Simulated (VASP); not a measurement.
All values below come from PBE GGA, VASP's PBE PAW potentials (set 64) (plane waves; VASP).

VASP input:

### INCAR
```
SYSTEM = HfB2
PREC = Accurate
ENCUT = 520
EDIFF = 1E-6
NELM = 100
ALGO = Normal
LREAL = .FALSE.
LASPH = .TRUE.
ISMEAR = 1
SIGMA = 0.1
GGA = PE
LMAXMIX = 6
LWAVE = .FALSE.
LCHARG = .FALSE.
ISIF = 2
KSPACING = 0.2
KGAMMA = .FALSE.
```

**POSCAR**
```
HfB2
1
    1.6014000000    -2.7737060000     0.0000000000
    1.6014000000     2.7737060000     0.0000000000
    0.0000000000     0.0000000000     3.5496000000
Hf B
1 2
Direct
  0.0000000000   0.0000000000   0.0000000000
  0.3333330000   0.6666670000   0.5000000000
  0.6666670000   0.3333330000   0.5000000000
```

POTCAR, in this order: Hf_pv B (PBE.64 set). Program: vasp_std.

The run wrote:

File OSZICAR:
```
       N       E                     dE             d eps       ncg     rms          rms(c)
DAV:   1     0.278578062710E+02    0.27858E+02   -0.83454E+03  5048   0.125E+03
DAV:   2    -0.268124325783E+02   -0.54670E+02   -0.51130E+02  6192   0.234E+02
DAV:   3    -0.286246074041E+02   -0.18122E+01   -0.17651E+01  6668   0.325E+01
DAV:   4    -0.286395469319E+02   -0.14940E-01   -0.14924E-01  6140   0.326E+00
DAV:   5    -0.286397326171E+02   -0.18569E-03   -0.18565E-03  6604   0.287E-01    0.475E+01
DAV:   6    -0.264303541345E+02    0.22094E+01   -0.53095E+00  6180   0.146E+01    0.353E+01
DAV:   7    -0.263886958546E+02    0.41658E-01   -0.15333E+00  6480   0.828E+00    0.118E+01
DAV:   8    -0.263366305688E+02    0.52065E-01   -0.40981E-01  6072   0.437E+00    0.161E+00
DAV:   9    -0.263315997431E+02    0.50308E-02   -0.34969E-02  5956   0.138E+00    0.251E-01
DAV:  10    -0.263315128706E+02    0.86873E-04   -0.10028E-03  6240   0.275E-01    0.348E-01
DAV:  11    -0.263315172796E+02   -0.44090E-05   -0.11137E-04  6292   0.848E-02    0.188E-01
DAV:  12    -0.263315128284E+02    0.44512E-05   -0.10883E-05  6264   0.289E-02    0.238E-02
DAV:  13    -0.263315130357E+02   -0.20727E-06   -0.38588E-07  3660   0.654E-03
   1 F= -.26331513E+02 E0= -.26331535E+02  d E =0.661561E-04
```

File OUTCAR:
```
------------------------ aborting loop because EDIFF is reached ----------------------------------------
  FORCE on cell =-STRESS in cart. coord.  units (eV):
  Direction    XX          YY          ZZ          XY          YZ          ZX
  --------------------------------------------------------------------------------------
  Total       -2.6144001     -2.6143998     -2.2450900      0.0000000     -0.0000000      0.0000000
  in kB     -132.8351399   -132.8351242   -114.0708519      0.0000000     -0.0000000      0.0000000
  external PRESSURE =    -126.5803720 kB  Pullay stress =       0.0000000 kB
  volume of cell :       31.53
      direct lattice vectors                 reciprocal lattice vectors
     1.601400000 -2.773706000  0.000000000     0.312226802 -0.180264239  0.000000000
     1.601400000  2.773706000  0.000000000     0.312226802  0.180264239  0.000000000
     0.000000000  0.000000000  3.549600000     0.000000000  0.000000000  0.281721884
 POSITION                                       TOTAL-FORCE (eV/Angst)
 -----------------------------------------------------------------------------------
      0.00000      0.00000      0.00000        -0.000000     -0.000000      0.000000
      1.60140      0.92457      1.77480         0.000000     -0.000000      0.000000
      1.60140     -0.92457      1.77480         0.000000      0.000000      0.000000
 -----------------------------------------------------------------------------------
    total drift:                               -0.000000     -0.000000      0.000000
  FREE ENERGIE OF THE ION-ELECTRON SYSTEM (eV)
  ---------------------------------------------------
  free  energy   TOTEN  =       -26.3315130357 eV

  energy  without entropy=      -26.3315791918  energy(sigma->0) =      -26.33153509
```
(Selected blocks of OUTCAR.)

The compound is HfB2 in the AlB2 type structure. The cell was not relaxed at this level. The run is one of a series of settings (KGAMMA = .FALSE., KSPACING = 0.2, KPOINTS file removed against the base run), some of them coarse on purpose.
